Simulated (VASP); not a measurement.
Consider the following.

```yaml
crystal:
  lattice:
    - [0.00000, 2.38068, 2.38068]
    - [2.38068, 0.00000, 2.38068]
    - [2.38068, 2.38068, 0.00000]
  atoms:
    - { symbol: Cd, position: [0.00000, 0.00000, 0.00000] }
    - { symbol: O, position: [0.50000, 0.50000, 0.50000] }
```

The numbers are results of PBE GGA with D3 dispersion (zero damping), VASP's PBE PAW potentials (set 64) (plane waves; VASP), not measurements. Numerical set-up: 520 eV cut-off, 12×12×12 Γ-centred mesh, first-order Methfessel-Paxton smearing of 0.10 eV, potentials Cd O.

### Question
Estimate the energy per atom (σ→0), band gap (on the k-mesh) with the smallest direct gap where there is one.

### Answer

The band gap (on the k-mesh) is none (metal, semimetal or under 0.01 eV) and the energy per atom (σ→0) is -4.085 eV/atom.

Only differences to runs with the same potentials and settings are physical.

The compound is CdO in the rock salt structure. It was relaxed first. The start is the result of an earlier pass.
